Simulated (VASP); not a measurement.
Computed with PBE GGA with D3 dispersion (Becke-Johnson damping), VASP's PBE PAW potentials (set 64) (plane waves; VASP).

Input for VASP

File POSCAR:
```
Zn
1
    1.3300000000    -2.3036280000     0.0000000000
    1.3300000000     2.3036280000     0.0000000000
    0.0000000000     0.0000000000     4.9500000000
Zn
2
Direct
  0.3333330000   0.6666670000   0.2500000000
  0.6666670000   0.3333330000   0.7500000000
```

INCAR:
```
SYSTEM = Zn
PREC = Accurate; ENCUT = 520; LREAL = .FALSE.
LASPH = .TRUE.
EDIFF = 1E-6; NELM = 100; ALGO = Normal
LMAXMIX = 4
ISMEAR = 1; SIGMA = 0.1
GGA = PE; IVDW = 12
IBRION = 2; NSW = 60; ISIF = 3
EDIFFG = -0.01
LWAVE = .FALSE.; LCHARG = .FALSE.
```

### KPOINTS
```
Automatic mesh
0
gamma
14 14 7
```

POTCAR, in this order: Zn (PBE.64 set). Program: vasp_std.

Q: What will the output report for the number of irreducible k-points (NKPTS), largest plane-wave count, number of space-group operations, FFT grid (NGX, NGY, NGZ)?

A: 
| Quantity | Result |
|---|---|
| number of irreducible k-points (NKPTS) | 96 |
| largest plane-wave count | 841 |
| number of space-group operations | 24 |
| FFT grid (NGX, NGY, NGZ) | 20 × 20 × 40 |

The compound is Zn in the hcp structure. This run relaxes it. Symmetry was kept, so distortions that lower it aren't found.
